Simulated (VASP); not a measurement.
A cell of SrCl₂ (fluorite) near equilibrium:

```
SrCl2
1.0
    0.00000     3.51958     3.51958
    3.51958     0.00000     3.51958
    3.51958     3.51958     0.00000
Sr Cl
1 2
Cartesian
  0.00000   0.00000   0.00000
  1.75979   1.75979   1.75979
  5.27936   5.27936   5.27936
```

Method: PBE GGA, VASP's PBE PAW potentials (set 64) (plane waves; VASP).

```csv
run,ΔE (meV/atom),σxx,σyy,σzz,"largest shear component, with its sign (GPa)",largest force (eV/Å),gap (eV)
as it is,0.0,0.07,0.07,0.07,0.00,0.000,5.23
after one change,1.9,-0.89,-0.89,-0.89,0.00,0.000,5.12
```
Stress is in GPa, positive when the cell is compressed; gaps are those on the k-mesh, and 0.00 means metallic.

Problem. What was changed between the two runs?
A) isotropic strain of +1.0 %
B) shear strain γ_xy = -1.5 % with the ions relaxed
C) uniaxial strain of -4.0 % along y
D) biaxial strain of +2.0 % in the yz plane

Solution. A, isotropic strain of +1.0 %

The compound is SrCl2 in the fluorite structure.
